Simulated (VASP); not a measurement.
Here is the system:

```xyz
4
Lattice="3.8307 0.0000 0.0000 0.0000 3.8307 0.0000 0.0000 0.0000 3.8307" Properties=species:S:1:pos:R:3 pbc="T T T"
N      0.0000     0.0000     0.0000
Cu     1.9154     0.0000     0.0000
Cu     0.0000     0.0000     1.9154
Cu     0.0000     1.9154     0.0000
```

Method: PBE GGA, VASP's PBE PAW potentials (set 64) (plane waves; VASP). Settings: 500 eV cut-off, Gaussian smearing of 0.050 eV, potentials N Cu.

Problem. Estimate the band gap (along the path) with the smallest direct gap where there is one.

Solution. 
```json
{
  "band gap (along the path)": "0.26 eV",
  "smallest direct gap (along the path)": "0.80 eV"
}
```

The structure was generated: Cu3N was put into the ReO3 type (Pm-3m), which need not be its known phase. It was relaxed first, which changed the volume by +26 %.
